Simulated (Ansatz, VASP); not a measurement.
# Al3GaN4 in two plane-wave programs

Wanted: the spread between two codes on one cell, functional and k mesh. The cell is taken from a series of runs on this material, whose earlier steps may have relaxed, scaled, displaced or heated it; both programs get it as it stands.

Method: plane waves, with VASP 6.6.1 beside it; G0W0 gap at PBEsol, in Ansatz 0.2.0.

**1. Starting point**

It takes space group P-43m (No. 215, cubic). Conventional cell: a = 4.401 Å, b = 4.401 Å, c = 4.401 Å, α = 90.00°, β = 90.00°, γ = 90.00°. Al has 4 N at 1.89 Å nearest. Ga has 4 N at 1.95 Å nearest. Nearest to N lie 3 Al at 1.89 Å and 1 Ga at 1.95 Å. Farther neighbours and most contacts between anions are not listed.

As a file:

```cif
data_structure
_symmetry_space_group_name_H-M 'P-43m'
_symmetry_Int_Tables_number 215
_cell_length_a 4.4014
_cell_length_b 4.4014
_cell_length_c 4.4014
_cell_angle_alpha 90.000
_cell_angle_beta 90.000
_cell_angle_gamma 90.000
_cell_volume 85.27
loop_
_atom_site_label
_atom_site_type_symbol
_atom_site_symmetry_multiplicity
_atom_site_Wyckoff_symbol
_atom_site_fract_x
_atom_site_fract_y
_atom_site_fract_z
_atom_site_occupancy
Al1 Al 3 c 0.50000 0.50000 0.00000 1
Ga1 Ga 1 a 0.00000 0.00000 0.00000 1
N1 N 4 e 0.74416 0.74416 0.25584 1
```

**2. VASP: G0W0 gap, PBEsol**

Quasiparticle shifts depend on high empty states and on the cores, so they are the hardest test of two PAW sets.

Lines of VASP's logs that name or quote its potential files are left out, and so is its time.

The run reads the wave functions of an earlier VASP run, which isn't shown here.

Contents of INCAR:

```
SYSTEM = Al3GaN4
PREC = Accurate
ENCUT = 450
ISMEAR = 0
SIGMA = 0.01
LREAL = .FALSE.
GGA = PS
NBANDS = 77
ALGO = EVGW0
NELMGW = 1
ENCUTGW = 114.29
NOMEGA = 64
PRECFOCK = Fast
NBANDSGW = 29
LWAVE = .FALSE.
LCHARG = .FALSE.
```

Contents of POSCAR:

```
Al3GaN4
1.0
    4.4014385300      0.0000000000      0.0000000000
    0.0000000000      4.4014385300      0.0000000000
    0.0000000000      0.0000000000      4.4014385300
Al Ga N
3 1 4
Direct
    0.5000000000      0.5000000000      0.0000000000
    0.5000000000      0.0000000000      0.5000000000
    0.0000000000      0.5000000000      0.5000000000
    0.0000000000      0.0000000000      0.0000000000
    0.7441634300      0.7441634300      0.2558365700
    0.7441634300      0.2558365700      0.7441634300
    0.2558365700      0.7441634300      0.7441634300
    0.2558365700      0.2558365700      0.2558365700
```

Contents of KPOINTS:

```
Automatic mesh
0
Gamma
2 2 2
0 0 0
```

PAW data sets: Al_GW, Ga_d_GW and N_GW (PBE family, release 64).

Command:

```sh
$ export OMP_NUM_THREADS=5
$ mpirun -np 1 vasp_std
```

Numbers of over 12 decimals in the logs are rounded to 6 here.

What it wrote:

```text
[banner, memory and clock lines left out]
running    1 mpi-ranks, on    1 nodes
 distrk:  each k-point on    1 cores,    1 groups
 distr:  one band on    1 cores,    1 groups
 Offloading initialized ...    1 GPUs detected
 POSCAR found type information on POSCAR AlGaN
 POSCAR found :  3 types and       8 ions
|                                                                             |
|               ----> ADVICE to this user running VASP <----                  |
|                                                                             |
|     You enforced a specific xc type in the INCAR file but a different       |
|     [... a line on the potential file left out ...]
|     I HOPE YOU KNOW WHAT YOU ARE DOING!                                     |
|                                                                             |

|                                                                             |
|           W    W    AA    RRRRR   N    N  II  N    N   GGGG   !!!           |
|           W    W   A  A   R    R  NN   N  II  NN   N  G    G  !!!           |
|           W    W  A    A  R    R  N N  N  II  N N  N  G       !!!           |
|           W WW W  AAAAAA  RRRRR   N  N N  II  N  N N  G  GGG   !            |
|           WW  WW  A    A  R   R   N   NN  II  N   NN  G    G                |
|           W    W  A    A  R    R  N    N  II  N    N   GGGG   !!!           |
|                                                                             |
|     The default for ENCUTGWSOFT is different in this version of VASP.       |
|     please manually set ENCUTGWSOFT =114.29 in the INCAR file.              |
|                                                                             |

 LDA part: xc-table for (Slater+PW92), standard interpolation
 found WAVECAR, reading the header
 POSCAR, INCAR and KPOINTS ok, starting setup
 FFT: planning ... GRIDC
 FFT: planning ... GRID_SOFT
 FFT: planning ... GRID
 reading WAVECAR
 the WAVECAR file was read successfully
 initial charge from wavefunction
 available memory per node:   1616.40 GB, setting MAXMEM to   1655196

 The Fermi energy was updated, please check that it is located mid-gap
 values below the HOMO (VB) or above the LUMO (CB) will cause erroneous energies
 E-fermi :   6.5290

 calculate exact exchange contribution
 the WAVEDER file was read successfully
energies w=
    0.000    0.000    0.756    0.000    1.510    0.000    2.261    0.000
    3.007    0.000    3.747    0.000    4.479    0.000    5.203    0.000
    5.918    0.000    6.623    0.000    7.318    0.000    8.004    0.000
    8.680    0.000    9.347    0.000   10.006    0.000   10.657    0.000
   11.301    0.000   11.940    0.000   12.574    0.000   13.204    0.000
   13.832    0.000   14.459    0.000   15.086    0.000   15.715    0.000
   16.347    0.000   16.985    0.000   17.629    0.000   18.282    0.000
   18.945    0.000   19.621    0.000   20.313    0.000   21.022    0.000
   21.751    0.000   22.505    0.000   23.285    0.000   24.096    0.000
   24.943    0.000   25.830    0.000   26.763    0.000   27.748    0.000
   28.794    0.000   29.908    0.000   31.101    0.000   32.384    0.000
   33.774    0.000   35.286    0.000   36.942    0.000   38.767    0.000
   40.792    0.000   43.058    0.000   45.614    0.000   48.523    0.000
   51.869    0.000   55.762    0.000   60.353    0.000   65.849    0.000
   72.550    0.000   80.898    0.000   91.580    0.000  105.722    0.000
  125.303    0.000  154.159    0.000  200.826    0.000  288.913    0.000
 responsefunction array rank=     251
 LDA part: xc-table for (Slater+PW92), standard interpolation

 min. memory requirement per mpi rank    224.9 MB, per node    224.9 MB

 allocating  64 responsefunctions rank=   251
 shmem allocating  64 responsefunctions rank=   251
 response function shared by NCSHMEM nodes    1
 Doing            64  frequencies on each core in blocks of            64
NQ=   1    0.0000    0.0000    0.0000,
|.........|.........|.........|.........|.........|.........|.........|.........
 performed         36000 updates of chi_q(r,r)
 total number of BLAS operations         18.49 Gflops
NQ=   2    0.5000    0.0000    0.0000,
|.........|.........|.........|.........|.........|.........|.........|.........
 performed         90000 updates of chi_q(r,r)
 total number of BLAS operations         41.97 Gflops
NQ=   3    0.5000    0.5000    0.0000,
|.........|.........|.........|.........|.........|.........|.........|.........
 performed        144000 updates of chi_q(r,r)
 total number of BLAS operations         66.28 Gflops
NQ=   4    0.5000    0.5000    0.5000,
|.........|.........|.........|.........|.........|.........|.........|.........
 performed        180000 updates of chi_q(r,r)
 total number of BLAS operations         78.97 Gflops
 resolving degeneracies of screened two electron integrals

 calculate QP shifts <psi_nk| G(iteration)W_0 |psi_nk>: iteration 1
 entering main loop
```

OUTCAR, selected parts (step 2):

```text
ion  position               nearest neighbor table
   1  0.500  0.500  0.000-   5 1.89   6 1.89   7 1.89   8 1.89
   2  0.500  0.000  0.500-   5 1.89   6 1.89   7 1.89   8 1.89
   3  0.000  0.500  0.500-   5 1.89   6 1.89   7 1.89   8 1.89
   4  0.000  0.000  0.000-   5 1.95   6 1.95   7 1.95   8 1.95
   5  0.744  0.744  0.256-   1 1.89   2 1.89   3 1.89   4 1.95
   6  0.744  0.256  0.744-   1 1.89   2 1.89   3 1.89   4 1.95
   7  0.256  0.744  0.744-   1 1.89   2 1.89   3 1.89   4 1.95
   8  0.256  0.256  0.256-   1 1.89   2 1.89   3 1.89   4 1.95

  LATTYP: Found a simple cubic cell.
 ALAT       =     4.4014385300

 Subroutine GETGRP returns: Found 24 space group operations
 (whereof 24 operations were pure point group operations)

The static configuration has the point symmetry T_d .

 Found      4 irreducible k-points:

   k-points           NKPTS =      4   k-points in BZ     NKDIM =      8   number of bands    NBANDS=     77

   dimension x,y,z NGX =    30 NGY =   30 NGZ =   30
   dimension x,y,z NGXF=    60 NGYF=   60 NGZF=   60

   ENCUT  =  450.0 eV  33.07 Ry    5.75 a.u.   7.61  7.61  7.61*2*pi/ulx,y,z

   NELECT =      42.0000    total number of electrons

  energy-cutoff  :      450.00
  volume of cell :       85.27
      direct lattice vectors                 reciprocal lattice vectors
     4.401438530  0.000000000  0.000000000     0.227198447  0.000000000  0.000000000
     0.000000000  4.401438530  0.000000000     0.000000000  0.227198447  0.000000000
     0.000000000  0.000000000  4.401438530     0.000000000  0.000000000  0.227198447

 k-points in reciprocal lattice and weights: Automatic mesh
   0.00000000  0.00000000  0.00000000       0.125
   0.50000000  0.00000000  0.00000000       0.375
   0.50000000  0.50000000  0.00000000       0.375
   0.50000000  0.50000000  0.50000000       0.125

 E-fermi :   6.5290

 QP shifts <psi_nk| G(iteration)W_0 |psi_nk>: iteration 1
 for sc-GW calculations column KS-energies equals QP-energies in previous step
 and V_xc(KS)=  KS-energies - (<T + V_ion + V_H > + <T+V_H+V_ion>^1  + <V_x>^1)
 k-point   1 :       0.0000    0.0000    0.0000
  band No.  KS-energies  QP-energies   sigma(KS)   V_xc(KS)     V^pw_x(r,r')   Z            occupation Imag(sigma)
    ...
     18       2.8882       2.4741     -15.8084     -15.2602     -20.0764       0.7554       2.0000       0.1180
     19       4.8789       4.7419     -16.8944     -16.7161     -20.7827       0.7682       2.0000       0.0949
     20       4.8789       4.7419     -16.8944     -16.7161     -20.7827       0.7682       2.0000       0.0949
     21       4.8789       4.7419     -16.8944     -16.7161     -20.7827       0.7682       2.0000       0.0949
     22       8.1791       9.0777      -8.9884     -10.1069      -5.4890       0.8035       0.0000      -0.0827
     23       8.1791       9.0777      -8.9884     -10.1069      -5.4890       0.8035       0.0000      -0.0827
     24       8.1791       9.0777      -8.9884     -10.1069      -5.4890       0.8035       0.0000      -0.0827
     25       8.3205       9.5560     -11.4712     -13.0391      -8.0279       0.7880       0.0000      -0.0828
    ...

 k-point   2 :       0.5000    0.0000    0.0000
  band No.  KS-energies  QP-energies   sigma(KS)   V_xc(KS)     V^pw_x(r,r')   Z            occupation Imag(sigma)
    ...
     18       3.6620       3.3743     -16.2162     -15.8367     -20.3473       0.7584       2.0000       0.1090
     19       3.6620       3.3743     -16.2162     -15.8367     -20.3473       0.7584       2.0000       0.1090
     20       3.9306       3.6518     -16.3678     -16.0023     -20.3474       0.7631       2.0000       0.1048
     21       3.9306       3.6518     -16.3678     -16.0023     -20.3474       0.7631       2.0000       0.1048
     22      10.3988      11.5887     -10.6378     -12.1516      -6.9925       0.7861       0.0000      -0.0962
     23      10.4642      11.8062     -11.1064     -12.8286      -7.4599       0.7792       0.0000      -0.0993
     24      10.9259      12.1562     -10.7203     -12.2932      -7.1558       0.7822       0.0000      -0.1006
     25      10.9259      12.1562     -10.7203     -12.2932      -7.1558       0.7822       0.0000      -0.1006
    ...

 k-point   3 :       0.5000    0.5000    0.0000
  band No.  KS-energies  QP-energies   sigma(KS)   V_xc(KS)     V^pw_x(r,r')   Z            occupation Imag(sigma)
    ...
     18       4.0364       3.7976     -16.5375     -16.2230     -20.6583       0.7592       2.0000       0.1053
     19       4.3318       4.1136     -16.8071     -16.5210     -20.9048       0.7625       2.0000       0.1029
     20       4.3431       4.1681     -16.6318     -16.4031     -20.5137       0.7651       2.0000       0.0990
     21       4.3431       4.1681     -16.6318     -16.4031     -20.5137       0.7651       2.0000       0.0990
     22      12.1403      13.9492     -12.4819     -14.8459      -8.5408       0.7652       0.0000      -0.1165
     23      12.3434      13.6840     -10.5042     -12.2363      -6.4992       0.7740       0.0000      -0.1206
     24      12.3434      13.6840     -10.5042     -12.2363      -6.4992       0.7740       0.0000      -0.1206
     25      12.5777      13.8793     -10.2697     -11.9449      -6.2294       0.7769       0.0000      -0.1202
    ...

 k-point   4 :       0.5000    0.5000    0.5000
  band No.  KS-energies  QP-energies   sigma(KS)   V_xc(KS)     V^pw_x(r,r')   Z            occupation Imag(sigma)
    ...
     18       4.2759       4.0483     -16.8099     -16.5115     -20.9401       0.7627       2.0000       0.1037
     19       4.4997       4.3407     -16.8012     -16.5938     -20.6574       0.7666       2.0000       0.0988
     20       4.4997       4.3407     -16.8012     -16.5938     -20.6574       0.7666       2.0000       0.0988
     21       4.4997       4.3407     -16.8012     -16.5938     -20.6574       0.7666       2.0000       0.0988
     22      10.3251      11.9342     -10.7983     -12.8236      -7.0940       0.7944       0.0000      -0.0894
     23      11.7998      13.1020      -9.7781     -11.4168      -5.8058       0.7946       0.0000      -0.0965
     24      11.7998      13.1020      -9.7781     -11.4168      -5.8058       0.7946       0.0000      -0.0965
     25      11.7998      13.1020      -9.7781     -11.4168      -5.8058       0.7946       0.0000      -0.0965
    ...
```

**3. Ansatz: G0W0 gap, PBEsol**

Ansatz runs on its default PAW (the set named soft_2) files.

The same cell, functional and mesh now go to Ansatz, which takes its cutoff from its data sets.

Contents of input.yaml:

```yaml
crystal:
  lattice:
    - [4.40143853, 0.0, 0.0]
    - [0.0, 4.40143853, 0.0]
    - [0.0, 0.0, 4.40143853]
  atoms:
    - { symbol: Al, position: [0.5, 0.5, 0.0] }
    - { symbol: Al, position: [0.5, 0.0, 0.5] }
    - { symbol: Al, position: [0.0, 0.5, 0.5] }
    - { symbol: Ga, position: [0.0, 0.0, 0.0] }
    - { symbol: "N", position: [0.74416343, 0.74416343, 0.25583657] }
    - { symbol: "N", position: [0.74416343, 0.25583657, 0.74416343] }
    - { symbol: "N", position: [0.25583657, 0.74416343, 0.74416343] }
    - { symbol: "N", position: [0.25583657, 0.25583657, 0.25583657] }
kpoints:
  mp_grid: { grid: [2, 2, 2] }
hamiltonian:
  xc: pbesol
scf:
  occupations: { method: fixed }
gw:
  n_empty_bands: 56
  ecut_chi: 114.29
  qp_bands: [v2, c2]
  qp_kpoints: [[0.0, 0.0, 0.0]]
  screening: { model: contour_deformation }
```

Command:

```sh
$ ansatz run input.yaml --threads 4 --pin off --max-ram 7372MiB --backend cpu --events-out ev --progress --plain --runs-dir out
```

What it wrote:

```text
Engine: ansatz 0.2.0, aarch64-unknown-linux-gnu
Pseudopotentials: kind: paw
Pseudopotential: Al, paw, valence charge 3, recommended cutoff 420 eV (normal), Al.paw.azcp
Pseudopotential: Ga, paw, valence charge 13, recommended cutoff 420 eV (normal), Ga.paw.azcp
Pseudopotential: N, paw, valence charge 5, recommended cutoff 420 eV (normal), N.paw.azcp
Functional definition: PBEsol
  exchange = pbesol_x
  correlation = pbesol_c
Crystal: 8 atoms, lattice volume = 85.268 Å³
Basis set: ecut = 420 eV, 1743 PW (Γ)
Bands: 29, of which v1, the nominal top of the filled ones, is band 21 counted from 1 (20 counted from 0)
Symmetry: 24 space group operations
Space group: P-43m (ITA 215), of the structure as read, at distance tolerance 4.4e-5 Å
k-points: 4 of 8
Non-local potential: Al, projectors of the file, l = 0: 2, l = 1: 2, l = 2: 1
Non-local potential: Ga, projectors of the file, l = 0: 2, l = 1: 2, l = 2: 3, l = 3: 1
Non-local potential: N, projectors of the file, l = 0: 2, l = 1: 2, l = 2: 1
PAW form: soft (Blöchl's): semilocal exchange-correlation on the pseudo side does not see the compensation charge
PAW frozen core: Al, regenerated for the run's functional, and the local potential with it (the file was generated under x = pbe(κ = 0.804, μ = 0.219515), c = pbe(β = 0.066725))
PAW frozen core: Ga, regenerated for the run's functional, and the local potential with it (the file was generated under x = pbe(κ = 0.804, μ = 0.219515), c = pbe(β = 0.066725))
PAW frozen core: N, regenerated for the run's functional, and the local potential with it (the file was generated under x = pbe(κ = 0.804, μ = 0.219515), c = pbe(β = 0.066725))
PAW one-centre angular grid: Al, 110 points (default); XC on 64 Gauss nodes
PAW one-centre angular grid: Ga, 590 points (default); XC on 64 Gauss nodes
PAW one-centre angular grid: N, 110 points (default); XC on 64 Gauss nodes
Initial density: superposition of atomic densities (neutral atoms: chi_scale 0, normalization atom), corrected by the library's trained network
Initial wavefunctions: pseudopotential atomic-orbital guess
Functional: x = pbesol(κ = 0.804, μ = 0.123457), c = pbesol(β = 0.046)
SCF iter   1: F=—  HF=-6840.441238 eV  |F-HF|=—  |Δ(HF+E_count)|=         —  Δρ=8.98e-3  dr2=6.76e-2  ethr=1.77e-3  ⟨swp⟩=4.8  Hψ=459  notcnv=0  defer=20
preconditioner: auto → Resta (q_TF=auto, 2.425 Å⁻¹)  ε∞=4.1  [insulator: Δε(μ)=3.189 eV  Ē_g=14.762 eV  n_scr=18 (ndim 8)  ℏωp=26.1 eV  f_vac=0.000  ε∞_Penn≈4.1]
SCF iter   2: F=—  HF=-6840.421790 eV  |F-HF|=—  |Δ(HF+E_count)|=   1.94e-2  Δρ=1.36e-3  dr2=1.44e-3  ethr=1.61e-4  ⟨swp⟩=2.5  Hψ=220  notcnv=0  defer=20
SCF iter   3: F=—  HF=-6840.421584 eV  |F-HF|=—  |Δ(HF+E_count)|=   2.06e-4  Δρ=6.55e-4  dr2=3.00e-4  ethr=3.42e-6  ⟨swp⟩=2.0  Hψ=128  notcnv=0  defer=20
SCF iter   4: F=—  HF=-6840.421554 eV  |F-HF|=—  |Δ(HF+E_count)|=   2.99e-5  Δρ=8.35e-5  dr2=5.38e-6  ethr=7.14e-7  ⟨swp⟩=2.5  Hψ=172  notcnv=0  defer=15
SCF iter   5: F=—  HF=-6840.421556 eV  |F-HF|=—  |Δ(HF+E_count)|=   2.37e-6  Δρ=6.31e-5  dr2=1.93e-6  ethr=1.28e-8  ⟨swp⟩=2.0  Hψ=184  notcnv=0  defer=15
SCF iter   6: F=-6840.421554 eV  HF=-6840.421554 eV  |F-HF|=3.28e-9  |Δ(HF+E_count)|=   1.63e-6  Δρ=7.79e-6  dr2=2.80e-8  ethr=2.38e-10  ⟨swp⟩=9.5  Hψ=566  notcnv=0
SCF 1 converged in 6 iterations: F = -6840.421554 eV  dr2 = 2.80e-8
  greatest PAW one-centre occupation: 0.995 electrons in one spin orbital (limit 2), on the Ga atom at site 3 (counted from 0), in its partial waves of l = 2
NSCF: frozen V_eff on 4 k-points
G₀W₀ screening: q 1/4
[... further progress lines ...]
SCF converged after 6 iterations
Free energy (F): -6840.421554 eV
Harris-Foulkes:  -6840.421554 eV  (|F-HF|=3.28e-9)
Internal energy: -6840.421554 eV  (E = F + TS)
E sigma→0 (E₀):  -6840.421554 eV
Fermi energy:    7.574645 eV
--- Per-component energies (eV) ---
  E_band       = 23.582779
  E_kinetic    = 723.737902
  E_local      = -3061.593491  (includes V_loc(G=0)·N_el)
  E_nonlocal   = 642.487453
  E_hartree    = 1341.244831
  E_xc         = -429.667005
  E_vxc        = -456.141074  (∫ρ·V_xc dr)
  E_paw        = -3809.507816  (= ΣΔE_a)
  E_vpaw       = -507.395613  (= ΣTr[D̂ρ^β])
  E_aug_tail   = 0.000324  (compensation charges beyond the density's cutoff)
  E_ewald      = -2248.156541
  E_core_change = 1.032790  (= ΣΔE_core)
  E_smearing   = -0.000000  (= −TS)
  E_closure    = 0.000000  (closes the sum)
  Σ components = -6840.421554   (vs F -6840.421554, Δ=0.00e0)
--- Band table (eV) ---
  k-point 0: bands = [... 17 lower, 5.5883, 7.5746, 7.5746, 7.5746, 10.8819, 10.8819, 10.8819, 11.0072, ... 4 higher]
  k-point 1: bands = [... 17 lower, 6.3598, 6.3598, 6.6326, 6.6326, 13.0969, 13.1598, 13.6210, 13.6210, ... 4 higher]
  k-point 2: bands = [... 17 lower, 6.7337, 7.0284, 7.0447, 7.0447, 14.8283, 15.0383, 15.0383, 15.2782, ... 4 higher]
  k-point 3: bands = [... 17 lower, 6.9744, 7.2035, 7.2035, 7.2035, 13.0198, 14.4950, 14.4950, 14.4950, ... 4 higher]
--- G₀W₀: contour deformation, 5 samples at zero and on the imaginary axis and 0 off it, 8 q-points, 56 empty bands' worth ---
  eigenvalues of the whole cell's RPA ε∞ on this k-mesh (on a slab, of 1 + 4πα/V) = 5.9078, 5.9078, 5.9078; static W/v taken at q = 0 is 0.169268
    ik  band        ε_KS         Σx   Σc(E_QP)       V_xc       Z   E_QP_lin       E_QP  E_QP is
     0    20      7.5746   -22.0906     3.9501   -17.9820  0.7689     7.4158     7.4162  root
     0    21      7.5746   -22.0906     3.9501   -17.9820  0.7689     7.4158     7.4162  root
     0    22     10.8819    -6.8584    -3.7263   -11.4505  0.8124    11.7569    11.7478  root
     0    23     10.8819    -6.8584    -3.7263   -11.4505  0.8124    11.7569    11.7478  root
```

**4. Side by side**

Known differences besides the potentials themselves: fixed occupations in Ansatz, narrow Gaussian smearing in VASP; the cutoff is 420 eV in Ansatz and 450 eV in VASP; Ansatz makes its cores anew for this functional, VASP keeps those of its PBE data sets; VASP leaves aspherical gradient terms in its spheres out (LASPH is not set), Ansatz keeps them; Ansatz integrates over frequency by contour deformation, VASP on a grid of NOMEGA points; Ansatz's G0W0 levels solve the quasiparticle equation, VASP's are linearised. Total energies have different zeros and are not compared.

Both answers:

| quantity | Ansatz | VASP | difference |
| --- | --- | --- | --- |
| G0W0 gap on the mesh (eV) | 4.33 | 4.34 | 0.00 |
| Kohn-Sham gap under it (eV) | 3.31 | 3.30 | +0.01 |

**5. Outcome**

```json
{
  "difference in G0W0 gap on the mesh (G0W0 gap, PBEsol)": "-0.0042 eV"
}
```

What this shows: The difference in G0W0 gap on the mesh is -0.0042 eV (G0W0 gap, PBEsol). How closely two codes agree says nothing of how well the functional describes the real material.

[Lines on the potential files, build, host, timing and source positions are cut from VASP's logs without a mark.]

[Logs are printed without paths, hosts, clocks, repeated set-up lines and the standing remarks that a program may print on its own settings, such as how far it seeks lower states.]

[Hosts, paths, dates, database ids (printed as entryN), source tags and the programs' standing remarks are cut or masked in the printed files.]
